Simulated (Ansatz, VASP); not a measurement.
# NaMgF3 in VASP and in Ansatz

```xyz
5
Lattice="3.9508 0.0000 0.0000 0.0000 3.9508 0.0000 0.0000 0.0000 3.9508" Properties=species:S:1:pos:R:3 pbc="T T T"
Na    0.0000    0.0000    0.0000
Mg    1.9754    1.9754    1.9754
F     1.9754    1.9754    0.0000
F     1.9754    0.0000    1.9754
F     0.0000    1.9754    1.9754
```

The cell comes from a database or a generator and needn't be the stable form of this composition.

Alike in both runs: task single point; functional LDA; k mesh 6 × 6 × 6; occupations gaussian, width 0.05 eV; no spin polarisation.

```csv
,VASP,Ansatz
version,VASP 6.6.1,Ansatz 0.2.0
potentials or method,"VASP PAW LDA potentials, release 64 (Na_pv, Mg, F)","scalar-relativistic, plane waves, PAW"
plane-wave cutoff (eV),520,420
valence electrons in the cell,30,40
```

```csv
,VASP,Ansatz,Ansatz less VASP
gap on the k mesh at the Fermi level (eV),5.61,5.63,+0.026
least direct gap on the mesh (eV),6.06,6.08,+0.023
pressure (GPa),-7.4,-6.5,+0.93
```

The two sets of potentials don't hold the same shells in valence.

A k mesh can miss the band edges.
